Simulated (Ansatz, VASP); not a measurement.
# MoSeS in two plane-wave programs, part 2 of 3

One calculation is typed for both programs; each brings its own data sets. How far apart do they land? Of the first pair: The structure shown is frame 30 of Ansatz's trajectory.

VASP 6.6.1 and Ansatz 0.2.0.

So far: The structure; Ansatz: dynamics, r2SCAN with D3(BJ); VASP: single point, r2SCAN with D3(BJ), pair 1.

### Step 4. Side by side

Known differences besides the potentials themselves: VASP keeps PBE cores, Ansatz makes them for the functional; the data sets hold 504 valence electrons in Ansatz (on its default PAW (the set named soft_2) files) and 364 in VASP; the cutoff is 500 eV in Ansatz and 440 eV in VASP (PREC = Accurate, projectors in real space). Total energies have different zeros and are not compared.

Forces on 10 of the 42 atoms, those with the largest forces and the largest differences (eV/Å; atoms numbered as in POSCAR):

| atom | Ansatz x, y, z | VASP x, y, z |
| --- | --- | --- |
| Mo1 | -0.570, 0.336, -1.949 | -0.569, 0.336, -1.915 |
| Mo4 | -1.394, 0.968, -0.630 | -1.396, 0.969, -0.597 |
| Mo8 | -0.094, -1.520, 1.196 | -0.091, -1.526, 1.232 |
| Mo12 | 0.118, 1.860, -0.484 | 0.119, 1.864, -0.456 |
| Mo13 | 0.375, -1.095, 0.674 | 0.376, -1.100, 0.704 |
| S22 | -0.664, 0.570, -1.081 | -0.664, 0.568, -1.075 |
| S26 | 0.465, -1.081, 0.767 | 0.464, -1.076, 0.773 |
| Se32 | 0.138, -0.325, -0.575 | 0.139, -0.324, -0.615 |
| Se37 | -0.658, 0.570, -0.874 | -0.661, 0.573, -0.914 |
| Se40 | 0.320, 0.081, -0.053 | 0.323, 0.081, -0.092 |

The forces differ by 16 meV/Å r.m.s., which is 2.7 % of the r.m.s. force of 0.599 eV/Å (both taken over all components). With vacuum in the cell, a pressure given here is an average over mostly empty space and none of the material.

### Step 5. Ansatz: dynamics, r2SCAN with D3(BJ)

One frame of this run of dynamics is then solved in both programs, so the motion causes no difference.

The structure compared here is frame 61 of Ansatz's trajectory.

input.yaml reads:

```yaml
crystal:
  lattice:
    - [8.5193, 0.0, 0.0]
    - [-4.25965, 7.37793, 0.0]
    - [0.0, 0.0, 21.66]
  atoms:
    - { symbol: Mo, position: [0.19102, 0.23751, 0.35627] }
    - { symbol: S, position: [0.23687, 0.04853, 0.42618] }
    - { symbol: Se, position: [0.23468, 0.04771, 0.27741] }
    - { symbol: Mo, position: [0.33205, 0.66574, 0.35555] }
    - { symbol: S, position: [0.37848, 0.47399, 0.42612] }
    - { symbol: Se, position: [0.38178, 0.47741, 0.27713] }
    - { symbol: Mo, position: [0.47689, 0.09519, 0.35623] }
    - { symbol: S, position: [0.52142, 0.90348, 0.42641] }
    - { symbol: Se, position: [0.52317, 0.90547, 0.27736] }
    - { symbol: Mo, position: [0.61966, 0.52585, 0.35576] }
    - { symbol: S, position: [0.66766, 0.33356, 0.42617] }
    - { symbol: Se, position: [0.6687, 0.33371, 0.27642] }
    - { symbol: Mo, position: [0.76112, 0.95141, 0.35496] }
    - { symbol: S, position: [0.80781, 0.76252, 0.42723] }
    - { symbol: Se, position: [0.80701, 0.76058, 0.27728] }
    - { symbol: Mo, position: [0.90588, 0.38214, 0.35566] }
    - { symbol: S, position: [0.95387, 0.19153, 0.42571] }
    - { symbol: Se, position: [0.95169, 0.19127, 0.27675] }
    - { symbol: Mo, position: [0.04594, 0.81126, 0.35601] }
    - { symbol: S, position: [0.0955, 0.61846, 0.42607] }
    - { symbol: Se, position: [0.0931, 0.61776, 0.2765] }
    - { symbol: Mo, position: [0.96486, 0.85032, 0.65301] }
    - { symbol: S, position: [0.91754, 0.61123, 0.72254] }
    - { symbol: Se, position: [0.91637, 0.61357, 0.57383] }
    - { symbol: Mo, position: [0.82143, 0.136, 0.65213] }
    - { symbol: S, position: [0.76981, 0.8976, 0.72259] }
    - { symbol: Se, position: [0.77186, 0.89724, 0.57372] }
    - { symbol: Mo, position: [0.10695, 0.56578, 0.65294] }
    - { symbol: S, position: [0.05849, 0.32601, 0.72337] }
    - { symbol: Se, position: [0.05767, 0.32593, 0.57422] }
    - { symbol: Mo, position: [0.39191, 0.99165, 0.65189] }
    - { symbol: S, position: [0.34837, 0.75872, 0.72213] }
    - { symbol: Se, position: [0.34288, 0.75453, 0.57373] }
    - { symbol: Mo, position: [0.24875, 0.27812, 0.65108] }
    - { symbol: S, position: [0.20264, 0.04094, 0.72311] }
    - { symbol: Se, position: [0.20177, 0.04197, 0.57375] }
    - { symbol: Mo, position: [0.53373, 0.70749, 0.65308] }
    - { symbol: S, position: [0.48699, 0.46791, 0.72213] }
    - { symbol: Se, position: [0.48801, 0.46915, 0.5746] }
    - { symbol: Mo, position: [0.67771, 0.42118, 0.65252] }
    - { symbol: S, position: [0.62974, 0.18208, 0.72315] }
    - { symbol: Se, position: [0.63101, 0.18551, 0.57447] }
kpoints:
  mp_grid: { grid: [1, 1, 1] }
hamiltonian:
  xc: r2scan
  dispersion: d3bj
scf:
  occupations: { method: gaussian, width: 0.05 }
output:
  forces: true
md:
  timestep: 2.0
  n_steps: 91
  ensemble: nvt_nose_hoover
  temperature: 400
  initial_velocities: maxwell_boltzmann
  seed: 9590
```

Started as:

```console
ansatz run input.yaml --threads 4 --pin off --max-ram 8192MiB --backend cpu --events-out ev --progress --plain --runs-dir out
```

Numbers of over 12 decimals in the logs are rounded to 6 here.

Log:

```text
[...]
Crystal: 42 atoms, lattice volume = 1361.435 Å³
Basis set: ecut = 500 eV, 34591 PW (Γ), exchange–correlation on 256×256×640 points (64 copies of the dense FFT grid, shifted against one another)
Bands: 303, of which v1, the nominal top of the filled ones, is band 252 counted from 1 (251 counted from 0)
Symmetry: 1 space group operations
k-points: 1
[...]
atom   8  S      0.44394453    -0.26085436    -0.27453298
[...]
atom  39  Se    -0.51590542    -0.46956626     0.52627674
  atom  40  Mo     0.40955604    -0.29210102    -0.77571361
  atom  41  S      0.04839484    -0.75873721     0.57738422
  atom  42  Se    -0.02497127     0.05911604     0.25791854
  max |Σ_I F_I| component: 1.53e-5 eV/Å
--- MD trajectory: 91 steps, t = 0.0 → 182.0 fs ---
[...]
conserved energy: peak-to-peak 5.988e-3 eV (1.426e-4 eV/atom) over 182.0 fs
[key lines of the parts left out:]
SCF converged after 2 iterations
Free energy (F): -158964.361737 eV
Fermi energy:    5.073426 eV
```

### Step 6. VASP: single point, r2SCAN with D3(BJ), pair 2

The same cell, functional, mesh and smearing now go to VASP, with its own data sets.

INCAR reads:

```
SYSTEM = MoSeS
PREC = Accurate
ENCUT = 440
EDIFF = 1E-06
NELM = 120
ISMEAR = 0
SIGMA = 0.05
LREAL = Auto
ALGO = Normal
METAGGA = R2SCAN
IVDW = 12
VDW_S6 = 1
VDW_S8 = 0.78981345
VDW_A1 = 0.49484001
VDW_A2 = 5.73083694
LASPH = .TRUE.
NBANDS = 211
LORBIT = 11
LWAVE = .FALSE.
LCHARG = .FALSE.
ISIF = 2
GGA_COMPAT = .FALSE.
EFERMI = MIDGAP
LMIXTAU = .TRUE.
```

POSCAR reads:

```
MoSeS
1.0
    8.5193000000      0.0000000000      0.0000000000
   -4.2596500000      7.3779300000      0.0000000000
    0.0000000000      0.0000000000     21.6600000000
Mo S Se
14 14 14
Direct
    0.1889590765      0.2461937156      0.3548337950
    0.3393255723      0.6775477675      0.3554570637
    0.4757923739      0.1021018090      0.3543813481
    0.6184796543      0.5339438027      0.3560664820
    0.7574322780      0.9604997608      0.3546952909
    0.9055738475      0.3897163568      0.3575392428
    0.0512092557      0.8193083968      0.3551061865
    0.9524928098      0.8367523140      0.6552354571
    0.8184546427      0.1266208815      0.6532963989
    0.1043300344      0.5612007704      0.6534025854
    0.3868377148      0.9829179729      0.6527608495
    0.2495164734      0.2800243429      0.6530101570
    0.5386474215      0.6964419559      0.6520036934
    0.6751280124      0.4120803532      0.6529639889
    0.2440112995      0.0468830688      0.4241043398
    0.3822685918      0.4915335331      0.4258264081
    0.5314067963      0.9171678235      0.4240304709
    0.6709545809      0.3434703230      0.4244136657
    0.8127581430      0.7625580617      0.4250923361
    0.9444434734      0.1882777419      0.4237165282
    0.0934722411      0.6305020514      0.4264866113
    0.8994949495      0.6022014305      0.7218190212
    0.7750010672      0.8948309350      0.7274284395
    0.0582748181      0.3133263666      0.7243721145
    0.3373856055      0.7397061235      0.7239658356
    0.2031733650      0.0227706145      0.7247691597
    0.4843251074      0.4622705827      0.7217174515
    0.6290621616      0.1647481069      0.7240627886
    0.2401368481      0.0542293028      0.2732132964
    0.3789448274      0.4839704362      0.2785133887
    0.5235392411      0.9113396305      0.2738596491
    0.6727439425      0.3379403166      0.2751246537
    0.8139369888      0.7700804968      0.2757848569
    0.9521810766      0.1991751074      0.2782502308
    0.0919988915      0.6152538720      0.2761034164
    0.9192084077      0.6091139385      0.5742289935
    0.7760030599      0.9002389559      0.5725484765
    0.0650630731      0.3281001582      0.5742890120
    0.3455475246      0.7480011331      0.5737257618
    0.1994755757      0.0341559218      0.5756832872
    0.4841796459      0.4620266118      0.5748014774
    0.6295692542      0.1759978747      0.5770498615
```

KPOINTS reads:

```
Automatic mesh
0
Gamma
1 1 1
0 0 0
```

Potentials, in the order of the species: Mo_sv, S and Se (PBE family, release 64).

Started as:

```console
export OMP_NUM_THREADS=3
mpirun -np 1 vasp_gam
```

Log:

```text
[banner, memory and clock lines left out]
running    1 mpi-ranks, on    1 nodes
[...]
Offloading initialized ...    1 GPUs detected
[...]
[... a notice as in an earlier step ...]

 LDA part: xc-table for (None), standard interpolation
 POSCAR, INCAR and KPOINTS ok, starting setup
[...]
entering main loop
       N       E                     dE             d eps       ncg     rms          rms(c)
DAV:   1     0.353000526686E+04    0.35300E+04   -0.20472E+05   518   0.144E+03
DAV:   2    -0.460110644524E+03   -0.39901E+04   -0.38804E+04   532   0.392E+02
DAV:   3    -0.823840875346E+03   -0.36373E+03   -0.35691E+03   508   0.101E+02
DAV:   4    -0.841911187184E+03   -0.18070E+02   -0.17969E+02   564   0.211E+01
[...]
DAV:  27    -0.713433195989E+03   -0.18071E-04   -0.17488E-06   324   0.346E-03    0.864E-04
DAV:  28    -0.713433200894E+03   -0.49053E-05   -0.57532E-07   284   0.231E-03    0.506E-04
DAV:  29    -0.713433201842E+03   -0.94826E-06   -0.17789E-07   268   0.140E-03
   1 F= -.72057429E+03 E0= -.72057429E+03  d E =-.269669E-62
```

From OUTCAR (step 6):

```text
 Edisp (eV)   -7.14109

  Total       4.77693     3.29605     2.31518     1.22272     4.83674    -0.23571
  in kB       5.62164     3.87889     2.72458     1.43893     5.69202    -0.27739
  external pressure =        4.08 kB  Pullay stress =        0.00 kB

 POSITION                                       TOTAL-FORCE (eV/Angst)
 -----------------------------------------------------------------------------------
      0.56110      1.81640      7.68570         0.883988     -0.499779      0.494734
      0.00470      4.99890      7.69920        -1.219031      0.141524     -0.393175
      3.61850      0.75330      7.67590         0.767239      0.080954     -0.903735
      2.99460      3.93940      7.71240         0.591381     -0.718512     -1.144514
      2.36140      7.08650      7.68270         1.365372     -0.891302     -0.894302
      6.05480      2.87530      7.74430         0.284025     -0.314101     -1.062256
     -3.05370      6.04480      7.69160         0.134752     -0.649440     -1.211987
      4.55030      6.17350     14.19240         0.476213      1.422300     -1.029102
      6.43330      0.93420     14.15040         0.852563      0.367240      0.119532
     -1.50170      4.14050     14.15270        -0.144456     -0.896100      0.265007
     -0.89130      7.25190     14.13880         1.175516     -0.438066      0.413544
      0.93290      2.06600     14.14420         0.749526     -1.864202      0.260864
      1.62230      5.13830     14.12240        -1.115697      1.445484      0.596155
      3.99630      3.04030     14.14320        -0.297923     -0.256800     -0.151514
[...]
-----------------------------------------------------------------------------------
    total drift:                               -0.011184      0.003502     -0.000389

  FREE ENERGIE OF THE ION-ELECTRON SYSTEM (eV)
  ---------------------------------------------------
  free  energy   TOTEN  =      -720.5742890155 eV

  energy  without entropy=     -720.5742890155  energy(sigma->0) =     -720.57428902

[... 2 parts as in an earlier step ...]

[... 1 further part left out ...]
[key lines of the parts left out:]
E-fermi :   2.2918
```

### Step 7. Differences

What differs besides the data sets and the points named for the pairs above, as far as they apply: the data sets hold 504 valence electrons in Ansatz (on its default PAW (the set named soft_2) files) and 364 in VASP. Total energies have different zeros and are not compared.

Forces on 10 of the 42 atoms, those with the largest forces and the largest differences (eV/Å; atoms numbered as in POSCAR):

| atom | Ansatz x, y, z | VASP x, y, z |
| --- | --- | --- |
| Mo4 | 0.587, -0.718, -1.170 | 0.591, -0.719, -1.145 |
| Mo5 | 1.364, -0.891, -0.924 | 1.365, -0.891, -0.894 |
| Mo7 | 0.134, -0.649, -1.237 | 0.135, -0.649, -1.212 |
| Mo8 | 0.474, 1.420, -1.056 | 0.476, 1.422, -1.029 |
| Mo12 | 0.750, -1.857, 0.228 | 0.750, -1.864, 0.261 |
| Mo13 | -1.113, 1.440, 0.567 | -1.116, 1.445, 0.596 |
| S22 | 1.211, -0.217, 0.899 | 1.207, -0.216, 0.901 |
| Se34 | -0.115, -0.037, -0.299 | -0.116, -0.037, -0.338 |
| Se41 | 0.601, -0.141, -0.422 | 0.603, -0.141, -0.464 |
| Se42 | -0.153, -0.171, -0.699 | -0.153, -0.171, -0.739 |

The forces differ by 16 meV/Å r.m.s., which is 2.5 % of the r.m.s. force of 0.632 eV/Å (both taken over all components). With vacuum in the cell, a pressure given here is an average over mostly empty space and none of the material.

### Step 8. Ansatz: dynamics, r2SCAN with D3(BJ)

One frame of this run of dynamics is then solved in both programs, so the motion causes no difference.

The structure compared here is frame 91 of Ansatz's trajectory.

input.yaml is that of step 5.

Started as:

```console
ansatz run input.yaml --threads 4 --pin off --max-ram 8192MiB --backend cpu --events-out ev --progress --plain --runs-dir out
```

Log:

```text
[...]
Crystal: 42 atoms, lattice volume = 1361.435 Å³
Basis set: ecut = 500 eV, 34591 PW (Γ), exchange–correlation on 256×256×640 points (64 copies of the dense FFT grid, shifted against one another)
Bands: 303, of which v1, the nominal top of the filled ones, is band 252 counted from 1 (251 counted from 0)
Symmetry: 1 space group operations
k-points: 1
[...]
atom   8  S      0.44394453    -0.26085436    -0.27453298
[...]
atom  39  Se    -0.51590542    -0.46956626     0.52627674
  atom  40  Mo     0.40955604    -0.29210102    -0.77571361
  atom  41  S      0.04839484    -0.75873721     0.57738422
  atom  42  Se    -0.02497127     0.05911604     0.25791854
  max |Σ_I F_I| component: 1.53e-5 eV/Å
--- MD trajectory: 91 steps, t = 0.0 → 182.0 fs ---
[...]
conserved energy: peak-to-peak 5.988e-3 eV (1.426e-4 eV/atom) over 182.0 fs
[key lines of the parts left out:]
SCF converged after 2 iterations
Free energy (F): -158964.361737 eV
Fermi energy:    5.073426 eV
```

(Part 2 of 3 ends here.)

[Lines on the potential files, build, host, timing and source positions are cut from VASP's logs without a mark.]

[Logs are printed without paths, hosts, clocks, repeated set-up lines and the standing remarks that a program may print on its own settings, such as how far it seeks lower states.]

[Hosts, paths, dates, database ids (printed as entryN), source tags and the programs' standing remarks are cut or masked in the printed files.]
